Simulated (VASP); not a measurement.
# CdBr (P4/mmm) in VASP: settings compared

The runs below take CdBr through relaxation of cell and atoms, with rSCAN, r2SCAN+rVV10.

Everything below comes from runs of VASP 6.6.1. Logs are shortened: lines on timing, memory, paths and dates and some standing lists are left out, and cuts for length are marked.

### 1 The structure

It takes space group P4/mmm (No. 123, tetragonal). Conventional cell: a = 3.363 Å, b = 3.363 Å, c = 4.844 Å, α = 90.00°, β = 90.00°, γ = 90.00°. Around Cd (site symmetry 4/mmm) lie 4 Cd at 3.36 Å and 8 Br at 3.39 Å. Br (site symmetry 4/mmm) has 4 Br at 3.36 Å and 8 Cd at 3.39 Å as nearest neighbours.

The cell was built by a generator and needn't be a form met in nature.

### 2 Relaxation of cell and atoms, rSCAN

File INCAR:

```
SYSTEM = CdBr
PREC = Accurate
ENCUT = 600
EDIFF = 1E-7
ISMEAR = 0
SIGMA = 0.05
LREAL = .False.
LASPH = .True.
NELM = 80
ALGO = Normal
ISIF = 3
LWAVE = .False.
LCHARG = .False.
METAGGA = RSCAN
LMIXTAU = .True.
IBRION = 2
NSW = 60
EDIFFG = -0.005
```

File KPOINTS:

```
Automatic mesh
0
Gamma
  8 8 6
  0 0 0
```

File POSCAR:

```
CdBr
1.0
    3.3632311200      0.0000000000      0.0000000000
    0.0000000000      3.3632311200      0.0000000000
    0.0000000000      0.0000000000      4.8437139000
Cd Br
1 1
Direct
    0.0000000000      0.0000000000      0.0000000000
    0.5000000000      0.5000000000      0.5000000000
```

Potentials or basis: VASP PAW PBE potentials, release 64 (Cd, Br).

On the command line:

```sh
$ cat potpaw_PBE.64/Cd/POTCAR potpaw_PBE.64/Br/POTCAR > POTCAR
$ mpirun -np 1 vasp_std > vasp.out
```

OUTCAR:

```text
SYSTEM = CdBr
   PREC = Accurate
   ENCUT = 600
   EDIFF = 1E-7
   ISMEAR = 0
   LREAL = .False.
   LASPH = .True.
   NELM = 80
   ISIF = 3
   METAGGA = RSCAN
   IBRION = 2
   NSW = 60
   EDIFFG = -0.005

 ion  position               nearest neighbor table
   1  0.000  0.000  0.000-
   2  0.500  0.500  0.500-

  LATTYP: Found a simple tetragonal cell.
 ALAT       =     3.3632311200
 C/A-ratio  =     1.4401965631

  Lattice vectors:

 A1 = (   3.3632311200,   0.0000000000,   0.0000000000)
 A2 = (   0.0000000000,   3.3632311200,   0.0000000000)
 A3 = (   0.0000000000,   0.0000000000,   4.8437139000)

Analysis of symmetry for initial positions (statically):
=====================================================================
 Subroutine PRICEL returns:
 Original cell was already a primitive cell.

 Routine SETGRP: Setting up the symmetry group for a
 simple tetragonal supercell.

 Subroutine GETGRP returns: Found 16 space group operations
 (whereof 16 operations were pure point group operations)
 out of a pool of 16 trial point group operations.

The static configuration has the point symmetry D_4h.

Analysis of symmetry for dynamics (positions and initial velocities):
=====================================================================
 Subroutine PRICEL returns:
 Original cell was already a primitive cell.

 Routine SETGRP: Setting up the symmetry group for a
 simple tetragonal supercell.

 Subroutine GETGRP returns: Found 16 space group operations
 (whereof 16 operations were pure point group operations)
 out of a pool of 16 trial point group operations.

The dynamic configuration has the point symmetry D_4h.

 Subroutine INISYM returns: Found 16 space group operations
 (whereof 16 operations are pure point group operations),
 and found     1 'primitive' translations

----------------------------------------------------------------------------------------

                                     Primitive cell

  volume of cell :      54.7888

  direct lattice vectors                    reciprocal lattice vectors
     3.363231120  0.000000000  0.000000000     0.297333119  0.000000000  0.000000000
     0.000000000  3.363231120  0.000000000     0.000000000  0.297333119  0.000000000
     0.000000000  0.000000000  4.843713900     0.000000000  0.000000000  0.206453152

  length of vectors
     3.363231120  3.363231120  4.843713900     0.297333119  0.297333119  0.206453152

  position of ions in fractional coordinates (direct lattice)
     0.000000000  0.000000000  0.000000000
     0.500000000  0.500000000  0.500000000

  ion indices of the primitive-cell ions
   primitive index   ion index
                 1           1
                 2           2

----------------------------------------------------------------------------------------

 KPOINTS: Automatic mesh

Automatic generation of k-mesh.
 Grid dimensions read from file:
 generate k-points for:    8    8    6

 Generating k-lattice:

  Cartesian coordinates                     Fractional coordinates (reciprocal lattice)
     0.037166640  0.000000000  0.000000000     0.125000000  0.000000000  0.000000000
     0.000000000  0.037166640  0.000000000     0.000000000  0.125000000  0.000000000
     0.000000000  0.000000000  0.034408859     0.000000000  0.000000000  0.166666667

  Length of vectors
     0.037166640  0.037166640  0.034408859

  Shift w.r.t. Gamma in fractional coordinates (k-lattice)
     0.000000000  0.000000000  0.000000000

 Subroutine IBZKPT returns following result:
 ===========================================

 Found     60 irreducible k-points:

 Following reciprocal coordinates:
            Coordinates               Weight
  0.000000  0.000000  0.000000      1.000000
  0.125000  0.000000  0.000000      4.000000
  0.250000  0.000000  0.000000      4.000000
  0.375000  0.000000  0.000000      4.000000
  0.500000  0.000000  0.000000      2.000000
  0.125000  0.125000  0.000000      4.000000
[... 16 lines left out ...]
  0.375000  0.125000  0.166667     16.000000
  0.500000  0.125000  0.166667      8.000000
 [... further k-points ...]
   k-points           NKPTS =     60   k-points in BZ     NKDIM =     60   number of bands    NBANDS=     13
   number of dos      NEDOS =    301   number of ions     NIONS =      2
   total plane-waves  NPLWV =  31360
   dimension x,y,z NGX =    28 NGY =   28 NGZ =   40
   dimension x,y,z NGXF=    56 NGYF=   56 NGZF=   80
   ions per type =               1   1
   NGX,Y,Z   is equivalent  to a cutoff of  13.84, 13.84, 13.73 a.u.
   NGXF,Y,Z  is equivalent  to a cutoff of  27.68, 27.68, 27.46 a.u.
 SYSTEM =  CdBr
   PREC   = accura    normal or accurate (medium, high low for compatibility)
   ISTART =      0    job   : 0-new  1-cont  2-samecut
   ICHARG =      2    charge: 1-file 2-atom 10-const
   ISPIN  =      1    spin polarized calculation?
   LNONCOLLINEAR =      F non collinear calculations
   LSORBIT =      F    spin-orbit coupling
   LASPH  =      T    aspherical Exc in radial PAW
   ENCUT  =  600.0 eV  44.10 Ry    6.64 a.u.   6.72  6.72  9.67*2*pi/ulx,y,z
   NELM   =     80;   NELMIN=  2; NELMDL= -5     # of ELM steps
   EDIFF  = 0.1E-06   stopping-criterion for ELM
   LREAL  =      F    real-space projection
   EDIFFG = -.5E-02   stopping-criterion for IOM
   NSW    =     60    number of steps for IOM
   IBRION =      2    ionic relax: 0-MD 1-quasi-New 2-CG
   NFREE  =      1    steps in history (QN), initial steepest desc. (CG)
   ISIF   =      3    stress and relaxation
   ISYM   =      2    0-nonsym 1-usesym 2-fastsym
   POTIM  = 0.5000    time-step for ionic-motion
   TEBEG  =    0.0;   TEEND  =   0.0 temperature during run
   PSTRESS=    0.0 pullay stress
   NELECT =      19.0000    total number of electrons
   NUPDOWN=      -1.0000    fix difference up-down
   EMIN   =  10.00;   EMAX   =-10.00  energy-range for DOS
   EFERMI =   0.00;   METHOD = LEGACY
   ISMEAR =     0;   SIGMA  =   0.05  broadening in eV -4-tet -1-fermi 0-gaus
   EFERMI_NEDOS =   21; number of points for ismear=-14 and -15
   IALGO  =     38    algorithm
   IMIX   =      4    mixing-type and parameters
     AMIX     =   0.40;   BMIX     =  1.00
     AMIX_MAG =   1.60;   BMIX_MAG =  1.00
  volume/ion in A,a.u.               =      27.39       184.87
  Fermi-wavevector in a.u.,A,eV,Ry     =   1.150170  2.173506 17.999027  1.322891
  Thomas-Fermi vector in A             =   2.286836
   LORBIT       =      0    0 simple, 1 ext, 2 COOP (PROOUT), +10 PAW based schemes
   METAGGA = RSCAN    functional components
   LHFCALC =     F    Hartree Fock is set to
   AEXX    =    0.0000 exact exchange contribution
   IVDW    =     0    specifies the selected vdW correction
   LEPSILON=     F    determine dielectric tensor
   LRPA    =     F    only Hartree local field effects (RPA)
 conjugate gradient relaxation of ions
 non-spin polarized calculation
 Gauss-broadening in eV      SIGMA  =   0.05
  energy-cutoff  :      600.00
  volume of cell :       54.79
 maximum number of plane-waves:      1868
 NGX is ok and might be reduce to    28

--------------------------------------- Ionic step        1  -------------------------------------------

 number of electron      18.9999996 magnetization

 Free energy of the ion-electron system (eV)
  ---------------------------------------------------
  ext. energy  EPLUGINS =         0.00000000
  ---------------------------------------------------
  free energy    TOTEN  =       -61.27505884 eV

  energy without entropy =      -61.27329345  energy(sigma->0) =      -61.27417615

 E-fermi :   1.4198     XC(G=0):  -9.8877

 val. band max:        1.3640546123   @ k =   0.3750   0.1250   0.1667
 cond. band min:       1.4283246069   @ k =   0.1250   0.0000   0.3333
 fundamental gap:      0.0642699946
 Fermi energy:         1.4197976950

 k-point     1 :       0.0000    0.0000    0.0000
  band No.  band energies     occupation
      1     -14.0663      2.00000
      2      -7.7405      2.00000
      3      -7.4778      2.00000
      4      -7.1784      2.00000
      5      -7.1784      2.00000
      6      -7.1425      2.00000
      7      -2.4039      2.00000
      8      -2.0103      2.00000
      9       0.5210      2.00000
     10       0.5210      2.00000
     11       8.4709      0.00000
     12       8.7934      0.00000
     13      10.0274      0.00000
[... 353 lines left out ...]
 k-point    24 :       0.5000    0.1250    0.1667
  band No.  band energies     occupation
      1     -13.3882      2.00000
      2      -7.4923      2.00000
      3      -7.4331      2.00000
      4      -7.3474      2.00000
      5      -7.1940      2.00000
      6      -7.1461      2.00000
      7      -3.2891      2.00000
      8      -1.4418      2.00000
      9       0.4048      2.00000
     10       1.6277      0.00000
     11       3.3387      0.00000
     12       6.5704      0.00000
     13      10.1769      0.00000

 [... further k-points ...]
[... 5 lines left out ...]
  --------------------------------------------------------------------------------------
  -------------------------------------------------------------------------------------
  Total        0.8523035      0.8523035     -2.8739354      0.0000000      0.0000000      0.0000000
  in kB       24.9237248     24.9237248    -84.0418631      0.0000000      0.0000000      0.0000000
  external PRESSURE =     -11.3981378 kB  Pullay stress =       0.0000000 kB
[... 89 lines left out ...]
  FREE ENERGIE OF THE ION-ELECTRON SYSTEM (eV)
  ---------------------------------------------------
  free  energy   TOTEN  =       -61.5432465941 eV

  energy  without entropy=      -61.5405756321  energy(sigma->0) =      -61.54191111

[... ionic steps 4 to 9 ...]

--------------------------------------- Ionic step       10  -------------------------------------------

 number of electron      19.0000006 magnetization

------------------------ aborting loop because EDIFF is reached ----------------------------------------

  FORCE on cell =-STRESS in cart. coord.  units (eV):
  Direction    XX          YY          ZZ          XY          YZ          ZX
  --------------------------------------------------------------------------------------
  -------------------------------------------------------------------------------------
  Total       -0.0118461     -0.0118461      0.0165140      0.0000000      0.0000000      0.0000000
  in kB       -0.3685215     -0.3685215      0.5137330      0.0000000      0.0000000      0.0000000
  external PRESSURE =      -0.0744367 kB  Pullay stress =       0.0000000 kB
[... 57 lines left out ...]
  energy  without entropy=      -61.6823840531  energy(sigma->0) =      -61.68281198

--------------------------------------- Ionic step       12  -------------------------------------------

 number of electron      19.0000007 magnetization

 Free energy of the ion-electron system (eV)
  ---------------------------------------------------
  ext. energy  EPLUGINS =         0.00000000
  ---------------------------------------------------
  free energy    TOTEN  =       -61.68324567 eV

  energy without entropy =      -61.68239259  energy(sigma->0) =      -61.68281913

 E-fermi :   2.6151     XC(G=0): -10.1837

 val. band max:        2.6043411059   @ k =   0.5000   0.3750   0.5000
 cond. band min:       2.6501219926   @ k =   0.0000   0.0000   0.3333
 fundamental gap:      0.0457808868
 Fermi energy:         2.6151132333

 k-point     1 :       0.0000    0.0000    0.0000
  band No.  band energies     occupation
      1     -14.1525      2.00000
      2      -6.5481      2.00000
      3      -6.5311      2.00000
      4      -6.2500      2.00000
      5      -6.2500      2.00000
      6      -6.2409      2.00000
      7      -0.9010      2.00000
      8      -0.7032      2.00000
      9      -0.7032      2.00000
     10      -0.2453      2.00000
     11       8.5697      0.00000
     12       8.7371      0.00000
     13      11.4079      0.00000
[... 353 lines left out ...]
 k-point    24 :       0.5000    0.1250    0.1667
  band No.  band energies     occupation
      1     -13.7034      2.00000
      2      -6.4465      2.00000
      3      -6.4421      2.00000
      4      -6.3399      2.00000
      5      -6.3309      2.00000
      6      -6.2709      2.00000
      7      -3.5555      2.00000
      8      -1.0913      2.00000
      9      -0.4080      2.00000
     10       3.2735      0.00000
     11       5.7304      0.00000
     12       7.4142      0.00000
     13      10.2638      0.00000

 [... further k-points ...]
[... 5 lines left out ...]
  --------------------------------------------------------------------------------------
  -------------------------------------------------------------------------------------
  Total        0.0007055      0.0007055     -0.0010842      0.0000000      0.0000000      0.0000000
  in kB        0.0219558      0.0219558     -0.0337397      0.0000000      0.0000000      0.0000000
  external PRESSURE =       0.0033907 kB  Pullay stress =       0.0000000 kB
[... 17 lines left out ...]
  FREE ENERGIE OF THE ION-ELECTRON SYSTEM (eV)
  ---------------------------------------------------
  free  energy   TOTEN  =       -61.6832456665 eV

  energy  without entropy=      -61.6823925946  energy(sigma->0) =      -61.68281913

 reached required accuracy - stopping structural energy minimisation
```

Wall time 16 min (1 thread of Intel Xeon Platinum 8559C (Emerald Rapids), shared host); peak memory 0.23 GiB.

Results:

- Free energy: -61.6832 eV
- Relaxed volume: 25.74 Å³/atom
- Relaxed cell: a = 3.695 Å, b = 3.695 Å, c = 3.772 Å, α = 90.00°, β = 90.00°, γ = 90.00°
- Space group after relaxing (to 0.05 Å): P4/mmm (No. 123)
- Energy gained by relaxing: 204.1 meV/atom
- Ionic steps: 12
- Pressure after relaxing: 0.0 GPa
- Band gap on the k mesh: none (metal or under the smearing width)

Step by step:
```tsv
step	energy change (eV)	largest force (eV/Å)	pressure (GPa)	volume (Å³)
1	0.0000	0.0000	-1.14	54.79
2	-0.1914	0.0000	-0.42	53.11
3	-0.2682	0.0000	0.37	51.81
4	-0.3786	0.0000	2.14	48.82
5	0.3857	0.0000	18.46	41.17
6	-0.3809	0.0000	2.53	48.39
7	-0.4071	0.0000	-0.32	52.00
8	-0.4081	0.0000	0.08	51.37
9	-0.4081	0.0000	0.04	51.43
10	-0.4082	0.0000	-0.01	51.50
11	-0.4082	0.0000	-0.03	51.53
12	-0.4082	0.0000	0.00	51.48
```

Final structure:
```xyz
2
Lattice="3.6945 0.0000 0.0000 0.0000 3.6945 0.0000 0.0000 0.0000 3.7719" Properties=species:S:1:pos:R:3 pbc="T T T"
Cd    0.0000    0.0000    0.0000
Br    1.8473    1.8473    1.8859
```

Levels at points of the mesh, in eV from the Fermi level:
| k point | band 7 | band 8 | band 9 | band 10 | band 11 | band 12 | band 13 |
| --- | --- | --- | --- | --- | --- | --- | --- |
| (0.00, 0.00, 0.00) | -3.52 | -3.32 | -3.32 | -2.86 | 5.95 | 6.12 | 8.79 |
| (0.50, 0.00, 0.00) | -6.48 | -2.82 | -2.68 | 1.62 | 1.77 | 6.44 | 7.05 |
| (0.50, 0.50, 0.00) | -5.39 | -5.39 | -2.77 | -1.41 | 5.47 | 5.47 | 7.17 |
| (0.00, 0.00, 0.50) | -6.54 | -2.71 | -2.71 | 1.62 | 1.90 | 6.33 | 6.33 |
| (0.50, 0.00, 0.50) | -5.45 | -5.39 | -2.64 | -1.59 | 5.52 | 5.73 | 7.31 |
| (0.50, 0.50, 0.50) | -4.14 | -4.14 | -4.06 | 1.05 | 1.64 | 1.64 | 1.74 |

Caveat: the PAW data sets were made with another functional, which shifts forces and pressure a little; an odd number of electrons without spin polarisation forces a metal; a magnetic or distorted state may lie lower.

### 3 Relaxation of cell and atoms, r2SCAN+rVV10

File INCAR:

```
SYSTEM = CdBr
ALGO = Normal ; BPARAM = 11.95
CPARAM = 0.0093 ; EDIFF = 1E-7
EDIFFG = -0.005 ; ENCUT = 600
IBRION = 2 ; ISIF = 3
ISMEAR = 0 ; IVDW_NL = 2
LASPH = .TRUE. ; LCHARG = .FALSE.
LMIXTAU = .TRUE. ; LREAL = .FALSE.
LUSE_VDW = .TRUE. ; LWAVE = .FALSE.
METAGGA = R2SCAN ; NELM = 100
NSW = 60 ; PREC = Accurate
SIGMA = 0.05
```

File KPOINTS:

```
k-points
0
G
  8 8 6
  0 0 0
```

POSCAR is that of step 2.

Potentials or basis: VASP PAW PBE potentials, release 64 (Cd, Br).

On the command line:

```sh
$ cat potpaw_PBE.64/Cd/POTCAR potpaw_PBE.64/Br/POTCAR > POTCAR
$ mpirun -np 1 vasp_std > vasp.out
```

It took 22 min on 1 thread of Intel Xeon Platinum 8559C (Emerald Rapids), shared host; peak memory 0.34 GiB.

The run converged. Its results:

* Free energy: -33.3525 eV
* Relaxed volume: 25.13 Å³/atom
* Relaxed cell: a = 3.664 Å, b = 3.664 Å, c = 3.744 Å, α = 90.00°, β = 90.00°, γ = 90.00°
* Space group after relaxing (to 0.05 Å): P4/mmm (No. 123)
* Energy gained by relaxing: 215.6 meV/atom
* Ionic steps: 10
* Pressure after relaxing: 0.0 GPa
* Band gap on the k mesh: none (metal or under the smearing width)

Step by step:
```
step  energy change (eV)  largest force (eV/Å)  pressure (GPa)  volume (Å³)
   1              0.0000                0.0000           -1.90        54.79
   2             -0.2068                0.0000           -0.53        52.10
   3             -0.2754                0.0000            0.62        50.43
   4             -0.3671                0.0000            3.35        46.86
   5              0.4070                0.0000           22.37        38.77
   6             -0.3694                0.0000            3.87        46.38
   7             -0.4268                0.0000           -0.05        50.42
   8             -0.4294                0.0000            0.49        49.69
   9             -0.4312                0.0000            0.06        50.20
  10             -0.4313                0.0000            0.02        50.25
```

Final structure:
```
Cd Br
1.0
     3.66353    0.00000    0.00000
     0.00000    3.66353    0.00000
     0.00000    0.00000    3.74408
Cd Br
1 1
Direct
  0.00000 0.00000 0.00000
  0.50000 0.50000 0.50000
```

Levels at points of the mesh, in eV from the Fermi level:
```tsv
k point	band 8	band 9	band 10	band 11	band 12	band 13
(0.00, 0.00, 0.00)	-3.41	-3.41	-2.89	5.86	6.04	8.93
(0.50, 0.00, 0.00)	-2.88	-2.73	1.71	1.72	6.44	6.94
(0.50, 0.50, 0.00)	-5.58	-2.84	-1.47	5.52	5.52	7.16
(0.00, 0.00, 0.50)	-2.76	-2.76	1.71	1.86	6.33	6.33
(0.50, 0.00, 0.50)	-5.58	-2.70	-1.65	5.58	5.80	7.30
(0.50, 0.50, 0.50)	-4.24	-4.15	1.12	1.53	1.53	1.61
```

Caveat: the PAW data sets were made with another functional, which shifts forces and pressure a little; an odd number of electrons without spin polarisation forces a metal; a magnetic or distorted state may lie lower.
